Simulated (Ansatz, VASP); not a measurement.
## Bi4C in VASP and in Ansatz

```
Bi C
1.0
    -3.27867    3.27867    3.27867
     3.27867   -3.27867    3.27867
     3.27867    3.27867   -3.27867
Bi C
4 1
Direct
  0.00000 0.00000 0.50000
  0.50000 0.00000 0.00000
  0.50000 0.50000 0.50000
  0.00000 0.50000 0.00000
  0.00000 0.00000 0.00000
```

Change from the starting cell: species swapped into the NiHg4 type (Im-3m, No. 229).

Alike in both runs: functional PBE; k mesh 8 × 8 × 8; occupations gaussian, width 0.1 eV; no spin polarisation.

Ansatz relaxed the structure, and its values are those at the end. VASP's run is a single point on that final structure, the one shown.

```csv
,VASP,Ansatz
version,VASP 6.6.1,Ansatz 0.2.0
potentials or method,"VASP PAW PBE potentials, release 64 (Bi_d, C)","scalar-relativistic, plane waves, PAW"
plane-wave cutoff (eV),520,420
valence electrons in the cell,64,64
```

Ansatz gave:

* gap on the k mesh at the Fermi level (eV): none
* pressure (GPa): 0.0

Q: Which values does VASP return?

A: gap on the k mesh at the Fermi level (eV): none; pressure (GPa): -0.1.

A gap of «none» marks a metal or a gap that the smearing closes. The functional is the same, so the differences come from potentials, cutoffs and numerics.

Caveats: spin-orbit coupling is left out, which moves the levels of the heavy elements.
